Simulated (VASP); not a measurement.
```
Si
1.0
    0.00000     2.72313     2.72313
    2.72313     0.00000     2.72313
    2.72313     2.72313     0.00000
Si
2
Direct
  0.00000   0.00000   0.00000
  0.25000   0.25000   0.25000
```

Computed with vdW-DF-cx, VASP's PBE PAW potentials (set 64) (plane waves; VASP). Numerical set-up: 520 eV cut-off, 9×9×9 Γ-centred mesh, tetrahedra with Blöchl corrections, potentials Si.

### Question
Predict the energy per atom (σ→0).

### Answer

```
Item                            Value
---------------------  --------------
energy per atom (σ→0)  -4.366 eV/atom
```

Total energies compare only between runs with the same potentials, cut-off and functional.

The compound is Si in the diamond structure. It was relaxed first.
